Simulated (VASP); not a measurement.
Method: LDA (Ceperley-Alder, Perdew-Zunger), VASP's LDA PAW potentials (set 64) (plane waves; VASP 6.6.1).

Input for VASP

### INCAR
```
SYSTEM = ZrC
PREC = Accurate; ENCUT = 620; LREAL = F
LASPH = T
EDIFF = 1E-6; NELM = 100; ALGO = Normal
LMAXMIX = 4
ISMEAR = 1; SIGMA = 0.1
IBRION = 2; NSW = 40; ISIF = 3
EDIFFG = -0.02; PSTRESS = 300
LWAVE = F; LCHARG = F
```

File KPOINTS:
```
Automatic mesh
0
Gamma
14 14 14
0 0 0
```

POSCAR:
```
ZrC
1
    0.0000000000     2.2686586164     2.2686586164
    2.2686586164     0.0000000000     2.2686586164
    2.2686586164     2.2686586164     0.0000000000
Zr C
1 1
Direct
  0.0000000000   0.0000000000   0.0000000000
  0.5000000000   0.5000000000   0.5000000000
```

POTCAR, in this order: Zr_sv C (LDA.64 set). Program: vasp_std.

Energy and stress use the plane-wave basis of the starting cell.

Task: Estimate the energy per atom (σ→0), volume per atom, band gap (on the k-mesh).

Result: 
- energy per atom (σ→0): -10537 meV/atom
- band gap (on the k-mesh): none (metal, semimetal or under 0.01 eV)
- volume per atom: 11.34 Å³/atom

OSZICAR:
```
...
       N       E                     dE             d eps       ncg     rms          rms(c)
DAV:   1    -0.210731887933E+02    0.36825E-02   -0.25892E-03  2528   0.624E-01    0.127E-01
DAV:   2    -0.210731281233E+02    0.60670E-04   -0.17559E-04  2572   0.171E-01    0.356E-02
DAV:   3    -0.210731142528E+02    0.13871E-04   -0.68239E-05  3496   0.769E-02    0.179E-02
DAV:   4    -0.210731157226E+02   -0.14698E-05   -0.16244E-06  2632   0.134E-02    0.903E-03
DAV:   5    -0.210731167839E+02   -0.10613E-05   -0.26506E-06  2292   0.100E-02    0.324E-03
DAV:   6    -0.210731168936E+02   -0.10973E-06   -0.10035E-07  1296   0.342E-03
   4 F= -.16826618E+02 E0= -.16826573E+02  d E =-.216066E-01
```

The compound is ZrC in the rock salt structure. This run relaxes it under an external pressure of 30 GPa. Symmetry was kept, so distortions that lower it aren't found.
